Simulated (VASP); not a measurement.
Consider the following.

```xyz
4
Lattice="1.2286 -2.1279 0.0000 1.2286 2.1279 0.0000 0.0000 0.0000 6.9576" Properties=species:S:1:pos:R:3 pbc="T T T"
C      0.0000     0.0000     1.7394
C      0.0000     0.0000     5.2182
C      1.2286     0.7093     1.7394
C      1.2286    -0.7093     5.2182
```

All values below come from r2SCAN meta-GGA, VASP's PBE PAW potentials (set 64) (plane waves; VASP). Run with 520 eV cut-off, 11×11×4 Γ-centred mesh, tetrahedra with Blöchl corrections, potentials C.

Problem. Estimate the energy per atom (σ→0), band gap (over mesh and band path) with the smallest direct gap where there is one.

Solution. 
| Property | Value |
|---|---|
| band gap (over mesh and band path) | none (metal, semimetal or under 0.01 eV) |
| energy per atom (σ→0) | -9.939 eV/atom |

The absolute energy has meaning only against runs of the same code, potentials and settings.

The compound is C in the graphite structure. It was relaxed first.
